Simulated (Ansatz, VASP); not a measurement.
**Cross-check of Al2Cu (Khatyrkite) between VASP and Ansatz**

Wanted: the spread between two codes on one cell, functional and k mesh. The cell is taken from a series of runs on this material, whose earlier steps may have relaxed, scaled, displaced or heated it; both programs get it as it stands.

Program: Ansatz 0.2.0. Level of theory: plane waves, with VASP 6.6.1 beside it; zone-centre phonons at PBE. Results are calculated unless marked as measured.

### 1. Set-up

The structure is tetragonal, space group I4/mcm (No. 140). Conventional cell: a = 6.083 Å, b = 6.083 Å, c = 4.833 Å, α = 90.00°, β = 90.00°, γ = 90.00°. Nearest to Al lie 4 Cu at 2.59 Å and 3 Al at 2.71 to 2.89 Å. Cu has 2 Cu at 2.42 Å and 8 Al at 2.59 Å nearest. Farther neighbours are not listed.

### 2. Ansatz: zone-centre phonons, PBE

Ansatz runs on its PAW soft_1 files.

Second derivatives magnify differences that forces hide, and they need a tight electronic threshold.

input.yaml

```yaml
crystal:
  lattice:
    - [-3.0414481649, 3.0414481649, 2.4163565168]
    - [3.0414481649, -3.0414481649, 2.4163565168]
    - [3.0414481649, 3.0414481649, -2.4163565168]
  atoms:
    - { symbol: Al, position: [0.6575723575, 0.1575723575, 0.8151447151] }
    - { symbol: Al, position: [0.1575723575, 0.3424276425, 0.5] }
    - { symbol: Al, position: [0.3424276425, 0.8424276425, 0.1848552849] }
    - { symbol: Al, position: [0.8424276425, 0.6575723575, 0.5] }
    - { symbol: Cu, position: [0.25, 0.25, 0.0] }
    - { symbol: Cu, position: [0.75, 0.75, 0.0] }
kpoints:
  mp_grid: { grid: [6, 6, 6] }
hamiltonian:
  xc: pbe
  pseudopotentials: { kind: paw, azcp: { folder: soft_1 } }
scf:
  occupations: { method: methfessel_paxton, width: 0.2 }
output:
  eigenvalues: true
phonons:
  method: dfpt
  qmesh: [2, 2, 2]
  temperatures: { t_max: 1000, t_step: 50 }
  qpath:
    path:
      - [[0.0, 0.0, 0.0], [0.0, 0.0, 0.5], [-0.5, 0.5, 0.5], [0.0, 0.0, 0.0]]
      - [[0.0, 0.0, 0.5], [0.25, 0.25, 0.25], [0.0, 0.5, 0.0], [0.0, 0.0, 0.0]]
    npoints: 6
  electrical_resistivity:
    mesh: [8, 8, 8]
    temperatures: [20.0, 50.0, 80.0, 100.0, 150.0, 200.0, 273.0, 300.0, 400.0, 500.0, 600.0, 800.0]
  superconductivity: { mesh: [8, 8, 8] }
```

On the command line:

```console
> ansatz run input.yaml --threads 16 --pin off --max-ram 92160MiB --backend cuda --events-out ev --progress --plain --runs-dir out --max-vram 78GiB
```

Numbers of over 12 decimals in the logs are rounded to 6 here.

What it wrote:

```text
Warning: phonons: the dynamical matrix that this run interpolates holds no multipole term above the dipole-dipole one, and a site of this crystal is no centre of inversion, so its interpolated transverse optical and acoustic branches and sound speeds can stay off near Gamma, and the density of states and the thermodynamics with them. What a run solves at a wave vector of phonons.qpoints, Gamma apart, where the deck admits one, is free of this, and under fd what a larger phonons.supercell samples
Engine: ansatz 0.2.0, aarch64-unknown-linux-gnu
Pseudopotentials: kind: paw
Pseudopotential: Al, paw, valence charge 3, recommended cutoff 420 eV (normal), soft_1/Al.paw.azcp
Pseudopotential: Cu, paw, valence charge 19, recommended cutoff 420 eV (normal), soft_1/Cu.paw.azcp
Functional definition: PBE
  parameter kappa = 0.804
  parameter beta = 0.066725
  exchange = pbe_x(kappa = kappa, mu = beta*pi^2/3)
  correlation = pbe_c(beta = beta)
[...]
Crystal: 6 atoms, lattice volume = 89.409 Å³
Basis set: ecut = 420 eV, 1737 PW (Γ), exchange–correlation on 72×72×72 points (8 copies of the dense FFT grid, shifted against one another)
Bands: 31, of which v1, the nominal top of the filled ones, is band 25 counted from 1 (24 counted from 0)
Symmetry: 16 space group operations
k-points: 30 of 216
Non-local potential: Al, projectors of the file, l = 0: 2, l = 1: 2, l = 2: 1
Non-local potential: Cu, projectors of the file, l = 0: 3, l = 1: 2, l = 2: 3, l = 3: 1
PAW form: soft (Blöchl's): semilocal exchange-correlation on the pseudo side does not see the compensation charge
PAW one-centre angular grid: Al, 110 points (default); XC on 64 Gauss nodes
PAW one-centre angular grid: Cu, 590 points (default); XC on 64 Gauss nodes
Initial density: superposition of atomic densities (chi_scale 0.1, normalization cell, long waves kept (reshape's long-wave potential 0.00 eV rms))
Initial wavefunctions: pseudopotential atomic-orbital guess
[...]
Functional: x = pbe(κ = 0.804, μ = 0.219515), c = pbe(β = 0.066725)
SCF iter   1: F=—  HF=-15408.707898 eV  |F-HF|=—  |Δ(HF+E_count)|=         —  Δρ=3.54e-1  dr2=8.41e1  ethr=3.10e-3  ⟨swp⟩=7.7  Hψ=4458  notcnv=0
preconditioner: auto → Kerker (q_TF=auto, 2.476 Å⁻¹)  [metal: Δε(μ)=0.058 eV  Ē_g=5.902 eV  σ=0.200 eV  W_gap=0.23  n_scr=16 (ndim 8)  ℏωp=22.9 eV  f_vac=0.000  D(μ)=2.18/eV (n_scr^D=16)]
SCF iter   2: F=—  HF=-15402.812339 eV  |F-HF|=—  |Δ(HF+E_count)|=    5.90e0  S|Δr|=    0.00e0  Δρ=1.12e-1  dr2=1.09e1  ethr=3.10e-3  ⟨swp⟩=2.8  Hψ=2146  notcnv=0
[...]
SCF iter  12: F=-15401.392548 eV  HF=-15401.392548 eV  |F-HF|=3.64e-12  |Δ(HF+E_count)|=  7.28e-12  S|Δr|=    0.00e0  Δρ=2.82e-8  dr2=6.06e-13  ethr=1.00e-12  ⟨swp⟩=5.2  Hψ=5029  notcnv=0
SCF 1 converged in 12 iterations: F = -15401.392548 eV  dr2 = 6.06e-13
  greatest PAW one-centre occupation: 0.999 electrons in one spin orbital (limit 2), on the Cu atom at site 5 (counted from 0), in its partial waves of l = 0
[...]
iter 1 solved again at ethr=2.79e-7 eV; its pass at ethr=3.10e-3 eV (dr2=1.40e-4 eV) is discarded
SCF iter   1: F=—  HF=-15401.392307 eV  |F-HF|=—  |Δ(HF+E_count)|=         —  Δρ=5.18e-7  dr2=1.09e-10  ethr=2.79e-7  ⟨swp⟩=2.9  Hψ=6481  notcnv=0
eigensolver tolerance schedule: the retry pair's looser diagonalisation over-reported the residual by 1275579.16 of it (diagonalisation noise at an unbounded share of the residual, at the tolerance the schedule requests for it); recorded, not acted on — ethr = c·dr2/N_el stays at c = 1.0e-1
preconditioner: auto → Kerker (q_TF=auto, 2.476 Å⁻¹)  [metal: Δε(μ)=0.011 eV  Ē_g=7.098 eV  σ=0.200 eV  W_gap=0.05  n_scr=16 (ndim 8)  ℏωp=22.9 eV  f_vac=0.000  D(μ)=2.66/eV (n_scr^D=16)]
SCF iter   2: F=—  HF=-15401.392548 eV  |F-HF|=—  |Δ(HF+E_count)|=   2.41e-4  S|Δr|=    0.00e0  Δρ=3.50e-7  dr2=4.96e-11  ethr=1.00e-12  ⟨swp⟩=3.0  Hψ=2183  notcnv=0
SCF iter   3: F=-15401.392548 eV  HF=-15401.392548 eV  |F-HF|=0.00e0  |Δ(HF+E_count)|=  9.09e-12  S|Δr|=    0.00e0  Δρ=1.51e-7  dr2=8.80e-12  ethr=1.00e-12  ⟨swp⟩=2.8  Hψ=3887  notcnv=0
SCF 2 converged in 3 iterations: F = -15401.392548 eV  dr2 = 8.80e-12
[...]
SCF 3 converged in 12 iterations: F = -15401.392548 eV  dr2 = 6.36e-13
[...]
SCF converged after 12 iterations
[...]
mean free path at 50 K (of a tensor a third of its trace): 511 nm by what each carries, 393 by the Fermi surface alone
  Hall coefficient in a weak field at 50 K (a third of the trace): 7.369e-11 m³/C (how far it moves between the two finest meshes is not known); by each state's relaxation time: 3.386e-11 m³/C; by a constant relaxation time: 3.634e-11 m³/C
  mean free path at 80 K (of a tensor a third of its trace): 133 nm by what each carries, 111 by the Fermi surface alone
  Hall coefficient in a weak field at 80 K (a third of the trace): 4.506e-11 m³/C (how far it moves between the two finest meshes is not known); by each state's relaxation time: 2.277e-11 m³/C; by a constant relaxation time: 3.595e-11 m³/C
  mean free path at 100 K (of a tensor a third of its trace): 78.9 nm by what each carries, 67.9 by the Fermi surface alone
  Hall coefficient in a weak field at 100 K (a third of the trace): 3.561e-11 m³/C (how far it moves between the two finest meshes is not known); by each state's relaxation time: 1.880e-11 m³/C; by a constant relaxation time: 3.595e-11 m³/C
  mean free path at 150 K (of a tensor a third of its trace): 37.0 nm by what each carries, 33.1 by the Fermi surface alone
  Hall coefficient in a weak field at 150 K (a third of the trace): 2.580e-11 m³/C (how far it moves between the two finest meshes is not known); by each state's relaxation time: 1.508e-11 m³/C; by a constant relaxation time: 3.616e-11 m³/C
  mean free path at 200 K (of a tensor a third of its trace): 24.2 nm by what each carries, 21.9 by the Fermi surface alone
  Hall coefficient in a weak field at 200 K (a third of the trace): 2.300e-11 m³/C (how far it moves between the two finest meshes is not known); by each state's relaxation time: 1.444e-11 m³/C; by a constant relaxation time: 3.642e-11 m³/C
  mean free path at 273 K (of a tensor a third of its trace): 16.4 nm by what each carries, 14.9 by the Fermi surface alone
  Hall coefficient in a weak field at 273 K (a third of the trace): 2.192e-11 m³/C (how far it moves between the two finest meshes is not known); by each state's relaxation time: 1.457e-11 m³/C; by a constant relaxation time: 3.673e-11 m³/C
  mean free path at 300 K (of a tensor a third of its trace): 14.6 nm by what each carries, 13.4 by the Fermi surface alone
  Hall coefficient in a weak field at 300 K (a third of the trace): 2.187e-11 m³/C (how far it moves between the two finest meshes is not known); by each state's relaxation time: 1.473e-11 m³/C; by a constant relaxation time: 3.682e-11 m³/C
  mean free path at 400 K (of a tensor a third of its trace): 10.7 nm by what each carries, 9.75 by the Fermi surface alone
  Hall coefficient in a weak field at 400 K (a third of the trace): 2.197e-11 m³/C (how far it moves between the two finest meshes is not known); by each state's relaxation time: 1.529e-11 m³/C; by a constant relaxation time: 3.708e-11 m³/C
  mean free path at 500 K (of a tensor a third of its trace): 8.42 nm by what each carries, 7.69 by the Fermi surface alone
  Hall coefficient in a weak field at 500 K (a third of the trace): 2.215e-11 m³/C (how far it moves between the two finest meshes is not known); by each state's relaxation time: 1.568e-11 m³/C; by a constant relaxation time: 3.721e-11 m³/C
  mean free path at 600 K (of a tensor a third of its trace): 6.98 nm by what each carries, 6.36 by the Fermi surface alone
  Hall coefficient in a weak field at 600 K (a third of the trace): 2.227e-11 m³/C (how far it moves between the two finest meshes is not known); by each state's relaxation time: 1.592e-11 m³/C; by a constant relaxation time: 3.726e-11 m³/C
  mean free path at 800 K (of a tensor a third of its trace): 5.21 nm by what each carries, 4.73 by the Fermi surface alone
  Hall coefficient in a weak field at 800 K (a third of the trace): 2.232e-11 m³/C (how far it moves between the two finest meshes is not known); by each state's relaxation time: 1.612e-11 m³/C; by a constant relaxation time: 3.724e-11 m³/C
  the resistivity times a path that all electrons share, by the Fermi surface of the deck's mesh alone (a third of the trace): 7.999e-16 Ω·m²
  not converged in the mesh (λ; λ_tr; the resistivity at 20 K by 22.47 %; the resistivity at 50 K by 16.59 %; the resistivity at 80 K by 23.07 %; the resistivity at 100 K by 24.72 %; the resistivity at 150 K by 25.57 %; the resistivity at 200 K by 24.50 %; the resistivity at 273 K by 23.49 %; the resistivity at 300 K by 22.95 %; the resistivity at 400 K by 21.86 %; the resistivity at 500 K by 21.13 %; the resistivity [...]
  vibrations of 8 cells: unjudged by the run; compare a larger repeat
  the changes of the potential over all sites missed a rigid shift's by 0.00 % (the site terms' by 0.02 %)
  at the force constants' own smearing the fine mesh and the k-points of their solves give squared frequencies that differ by 17.9 % of the larger at the most, at (-0.5, -0.5, -0.5)
[the section on superconductivity is kept apart]
```

[end of part 1 of 3]

[Lines on the potential files, build, host, timing and source positions are cut from VASP's logs without a mark.]

[Logs are printed without paths, hosts, clocks, repeated set-up lines and the standing remarks that a program may print on its own settings, such as how far it seeks lower states.]

[Hosts, paths, dates, database ids (printed as entryN), source tags and the programs' standing remarks are cut or masked in the printed files.]
